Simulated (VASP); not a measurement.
Data:

```
CELL_PARAMETERS angstrom
      4.18557     0.00000     0.00000
     -2.09278     3.62481     0.00000
      0.00000     0.00000     4.28344
ATOMIC_POSITIONS crystal
  Eu 0.00000 0.00000 0.00000
  Zn 0.33333 0.66667 0.50000
  Ge 0.66667 0.33333 0.50000
```

The numbers are results of PBEsol GGA with spin-orbit coupling, VASP's PBE PAW potentials (set 64) (plane waves; VASP 6.6.1), not measurements. Settings: 400 eV cut-off, 8×8×7 Γ-centred mesh, Gaussian smearing of 0.050 eV, potentials Eu_2 Zn Ge_d.

The 4f electrons are frozen in the core of the lanthanide potential, so 4f levels, which can set the real gap, and their magnetism are missing.

Q: Give the energies of bands 28 to 41 at the high-symmetry points, in eV from the Fermi level.

A: 
```tsv
band	Γ	M	K	A	L	H
28	-7.06	-6.67	-6.25	-6.85	-6.60	-6.39
29	-0.24	-5.33	-4.86	-3.84	-4.48	-5.05
30	-0.24	-5.33	-4.76	-3.84	-4.48	-5.02
31	-0.16	-0.85	-3.54	0.77	-1.69	-2.12
32	-0.16	-0.85	-3.51	0.77	-1.69	-2.07
33	-0.06	-0.37	0.19	0.91	-1.30	-1.07
34	-0.06	-0.37	0.20	0.91	-1.30	-0.94
35	0.61	0.21	1.32	2.27	-0.23	0.01
36	0.61	0.21	1.35	2.27	-0.23	0.17
37	1.36	3.63	3.07	2.34	2.88	4.11
38	1.36	3.63	3.21	2.34	2.88	4.12
39	4.64	4.22	3.44	2.54	5.46	4.95
40	4.67	4.22	3.53	2.54	5.46	5.03
41	4.78	4.37	4.05	2.96	6.07	5.90
```

It has no gap at this level: it comes out as a metal or semimetal.

The structure comes from a computed database's EuZnGe entry (P-6m2); how it stands against other phases isn't given here. It was relaxed first, which changed the volume by -9 %.
